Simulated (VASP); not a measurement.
Consider the following.

```
CELL_PARAMETERS angstrom
      0.00000     2.55234     2.55234
      2.55234     0.00000     2.55234
      2.55234     2.55234     0.00000
ATOMIC_POSITIONS crystal
  Zr 0.00000 0.00000 0.00000
  O  0.25000 0.25000 0.25000
  O  0.75000 0.75000 0.75000
```

These are TPSS meta-GGA, VASP's PBE PAW potentials (set 64) (plane waves; VASP) values and carry that method's errors. Numerical set-up: 520 eV cut-off, 8×8×8 Γ-centred mesh, tetrahedra with Blöchl corrections, potentials Zr_sv O.

Give the energies of bands 7 to 15 at the high-symmetry points, in eV from the valence-band maximum.

```csv
band,Γ,X,U,L,W
7,-5.24,-5.98,-5.37,-4.22,-4.81
8,-5.24,-3.21,-3.66,-4.22,-4.70
9,-5.24,-3.21,-3.12,-2.59,-2.40
10,-0.55,-1.50,-2.20,-2.51,-2.40
11,-0.55,-1.50,-1.21,-1.67,-1.36
12,-0.55,0.00,-0.34,-1.67,-0.21
13,3.45,3.85,4.09,4.09,4.50
14,3.45,4.82,4.83,4.09,4.67
15,6.45,5.93,6.26,6.19,6.39
```

The gap is indirect, 3.45 eV, from the valence maximum at X to the conduction minimum at Γ.

The compound is ZrO2 in the fluorite structure, the high-temperature cubic form, which is unstable at 0 K; the monoclinic form is the stable one. It was relaxed first.
